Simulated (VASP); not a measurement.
Computed with PBEsol GGA, VASP's PBE PAW potentials (set 64) (plane waves; VASP).

The input files of a VASP run:

### INCAR
```
SYSTEM=BaTe(100) slab
PREC=Normal; ENCUT=400; LREAL=.False.
LASPH=.True.
EDIFF=1E-6; NELM=100; NELMIN=4
ALGO=Normal; LMAXMIX=4
ISMEAR=0; SIGMA=0.05
GGA=PS
LWAVE=.False.; LCHARG=.False.; LORBIT=11
LVHAR=.True.
DIPOL=0.5 0.5 0.5
LDIPOL=.True.; IDIPOL=3
```

**KPOINTS**
```
Automatic mesh
0
Gamma
4 4 1
0 0 0
```

File POSCAR:
```
BaTe(100) slab
1
    4.9280252903     0.0000000000     0.0000000000
    0.0000000000     4.9280252903     0.0000000000
    0.0000000000     0.0000000000    28.8727349942
Ba Te
4 4
Direct
  0.0000000000   0.5000000000   0.3213361157
  0.5000000000   1.0000000000   0.4387110794
  0.0000000000   0.5000000000   0.5612889206
  0.5000000000   0.0000000000   0.6786638843
  1.0000000000   0.5000000000   0.4394882895
  0.5000000000   0.0000000000   0.3184557125
  0.0000000000   0.5000000000   0.6815442875
  0.5000000000   1.0000000000   0.5605117105
```

POTCAR, in this order: Ba_sv Te (PBE.64 set). Program: vasp_std. Read from the step before: WAVECAR.

**Question.** What will the output report for the number of irreducible k-points (NKPTS), largest plane-wave count, number of space-group operations, FFT grid (NGX, NGY, NGZ)?

**Answer.** 
```yaml
number of irreducible k-points (NKPTS): 6
largest_plane_wave_count: 12856
number_of_space_group_operations: 16
FFT grid (NGX, NGY, NGZ): 24 × 24 × 144
```

The cell is a thin slab with vacuum, built from BaTe (rock salt): (100) face.
